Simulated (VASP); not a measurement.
```xyz
3
Lattice="0.0000 2.5105 2.5105 2.5105 0.0000 2.5105 2.5105 2.5105 0.0000" Properties=species:S:1:pos:R:3 pbc="T T T"
Hf     0.0000     0.0000     0.0000
O      1.2552     1.2552     1.2552
O      3.7657     3.7657     3.7657
```

Level of theory: TPSS meta-GGA, VASP's PBE PAW potentials (set 64) (plane waves; VASP). Settings: 520 eV cut-off, 7×7×7 Γ-centred mesh, Gaussian smearing of 0.050 eV, potentials Hf_pv O.

Energy and stress use the plane-wave basis of the starting cell.

Task: The ions, cell shape and volume are relaxed. Give the cell that the relaxation ends in.

Result: 
```xyz
3
Lattice="0.0000 2.5292 2.5292 2.5292 0.0000 2.5292 2.5292 2.5292 0.0000" Properties=species:S:1:pos:R:3 pbc="T T T"
Hf     0.0000     0.0000     0.0000
O      1.2646     1.2646     1.2646
O      3.7938     3.7938     3.7938
```
Space group Fm-3m (225), at a tolerance of 0.03 Å.

Task: How do energy and volume change from the first to the last step?

Result: The energy (σ→0) changes by -4.4 meV/atom and the volume by +2.3 %, in 3 ionic steps.

The compound is HfO2 in the fluorite structure, the high-temperature cubic form, which is unstable at 0 K; the monoclinic form is the stable one. This run relaxes it. Symmetry was kept, so distortions that lower it aren't found.
